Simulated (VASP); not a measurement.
```
CELL_PARAMETERS angstrom
      0.00000     2.81528     2.81528
      2.81528     0.00000     2.81528
      2.81528     2.81528     0.00000
ATOMIC_POSITIONS crystal
  Ga 0.00000 0.00000 0.00000
  As 0.25000 0.25000 0.25000
```

The numbers are results of HSE06 screened hybrid, VASP's PBE PAW potentials (set 64) (plane waves; VASP 6.6.1), not measurements. Numerical set-up: 520 eV cut-off, 6×6×6 Γ-centred mesh, Gaussian smearing of 0.050 eV, potentials Ga_d As.

Predict the energy per atom (σ→0), pressure, band gap (on the k-mesh) with the smallest direct gap where there is one.

```json
{
  "band gap (on the k-mesh)": "1.54 eV",
  "smallest direct gap (on the k-mesh)": "1.54 eV",
  "energy per atom (σ→0)": "-4.935 eV/atom",
  "pressure": "1.95 GPa"
}
```

Total energies compare only between runs with the same potentials, cut-off and functional.

The compound is GaAs in the zinc blende structure. This cell is one point of a volume scan, at 0.94 of the reference volume. The cell's shape comes from a PBE relaxation.
